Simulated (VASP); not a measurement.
An input for Quantum ESPRESSO's pw.x (written as the equivalent of a VASP run, and not itself run):

```
&CONTROL
  calculation = 'scf'
  pseudo_dir = './pseudo'
  outdir = './out'
  tprnfor = .true.
  tstress = .true.
/
&SYSTEM
  ibrav = 0
  nat = 2
  ntyp = 2
  ecutwfc = 80
  occupations = 'smearing'
  smearing = 'methfessel-paxton'
  degauss = 0.00735
  input_dft = 'vdw-df-obk8'
/
&ELECTRONS
  conv_thr = 7.3e-09
  electron_maxstep = 100
/
ATOMIC_SPECIES
  Ga 69.723 Ga.upf
  Sb 121.760 Sb.upf
CELL_PARAMETERS angstrom
     0.0000000    3.1331219    3.1331219
     3.1331219    0.0000000    3.1331219
     3.1331219    3.1331219    0.0000000
ATOMIC_POSITIONS crystal
  Ga   0.0000000  0.0000000  0.0000000
  Sb   0.2500000  0.2500000  0.2500000
K_POINTS automatic
  10 10 10 0 0 0
```

Task: Translate this input to VASP (INCAR, KPOINTS, POSCAR, choice of POTCAR).

Result: Several could match; the one computed here: 
### INCAR
```
SYSTEM = GaSb
PREC = Accurate
ENCUT = 520
EDIFF = 1E-7
NELM = 100
ALGO = Normal
LREAL = .FALSE.
LASPH = .TRUE.
ISMEAR = 1
SIGMA = 0.1
GGA = BO
PARAM1 = 0.1833333333
PARAM2 = 0.22
LUSE_VDW = .TRUE.
AGGAC = 0.0
LMAXMIX = 4
LWAVE = .FALSE.
LCHARG = .FALSE.
ISIF = 2
```

**POSCAR**
```
GaSb
1
    0.0000000000     3.1331218867     3.1331218867
    3.1331218867     0.0000000000     3.1331218867
    3.1331218867     3.1331218867     0.0000000000
Ga Sb
1 1
Direct
  0.0000000000   0.0000000000   0.0000000000
  0.2500000000   0.2500000000   0.2500000000
```

KPOINTS:
```
Automatic mesh
0
Gamma
10 10 10
0 0 0
```

POTCAR, in this order: Ga_d Sb (PBE.64 set). Program: vasp_std.

The two are equivalent in intent, not identical: the potentials are each code's own (VASP's PAW set, PseudoDojo norm-conserving files in pw.x), so ENCUT and ecutwfc are chosen apart and not converted; conv_thr bounds pw.x's estimated SCF error, while EDIFF bounds the energy change between steps.

The compound is GaSb in the zinc blende structure. This cell is one point of a volume scan, at 1.03 of the reference volume.
